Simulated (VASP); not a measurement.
Set up this calculation in VASP 6.6.1, as the native input.

```
Task                   : single point
Functional             : PBE
Potentials or basis    : VASP PAW PBE potentials, release 64 (Au, Fe)
Cutoff                 : 520 eV
k mesh                 : 11 × 11 × 11
Occupations            : fermi-dirac, width 0.05 eV
Spin                   : collinear spin, ferromagnetic start
Starting moments       : [0.0, 4.5] μB
Further INCAR settings : ALGO = Fast; EDIFF = 1e-06
```

The structure of FeAu lies in POSCAR:

```
FeAu
1.0
    1.4117478522      0.8150730025      4.4694532999
   -1.4117478522      0.8150730025      4.4694532999
    0.0000000000     -1.6301460050      4.4694532999
Au Fe
1 1
Direct
    0.0000000000      0.0000000000      0.0000000000
    0.5000000000      0.5000000000      0.5000000000
```

The cell comes from a database or a generator and needn't be the stable form of this composition.

The input as run:

INCAR

```
PREC = Accurate
ENCUT = 520
EDIFF = 1E-6
ISMEAR = -1
SIGMA = 0.05
LREAL = F
LASPH = T
NELM = 150
ALGO = Fast
ISIF = 2
LWAVE = F
LCHARG = F
ISPIN = 2
MAGMOM = 0 4.5
LORBIT = 11
LMAXMIX = 4
GGA = PE
```

KPOINTS

```
regular mesh
0
Gamma
  11 11 11
```

Potentials or basis: VASP PAW PBE potentials, release 64 (Au, Fe).

Launch:

```console
$ cat potpaw_PBE.64/Au/POTCAR potpaw_PBE.64/Fe/POTCAR > POTCAR
$ mpirun -np 1 vasp_std > vasp.out
```

It gave:

| Quantity | Value |
| --- | --- |
| Pressure | -1.3 GPa |
| Band gap on the k mesh | none (metal or under the smearing width) |
| Net moment | 2.90 μB per cell |
| Site moments | Au +0.04; Fe +2.89 μB |
| Valence electrons inside the program's atomic spheres | Au 9.74; Fe 6.83 |

Run time: 110 s on 1 thread of Intel(R) Xeon(R) 6975P-C (Granite Rapids), on a shared host, peak memory 0.32 GiB.
